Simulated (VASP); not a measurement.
Energy against volume of Pt₃Ti (L1_2). Method: revPBE GGA, VASP's PBE PAW potentials (set 64) (plane waves; VASP). Numerical set-up: 520 eV cut-off, 8×8×8 Γ-centred mesh, first-order Methfessel-Paxton smearing of 0.10 eV, potentials Ti_sv Pt.

| V (Å³/atom) | E (eV/atom) |
|---|---|
| 15.099 | -6.89872 |
| 15.566 | -6.90925 |
| 16.033 | -6.90020 |
| 16.500 | -6.87483 |

Fit these four points and predict the energy of the run at 14.632 Å³/atom.

A cubic in V^(−2/3), the third-order Birch-Murnaghan form, passes through the four points with V0 = 15.57 Å³/atom and B0 = 223 GPa, and gives -6.8647 eV/atom there. The run gave -6.8647 eV/atom, -0.0 meV/atom from the fit; all five points give B0 = 223 GPa.

The compound is Pt3Ti in the L1_2 structure. It was relaxed first.
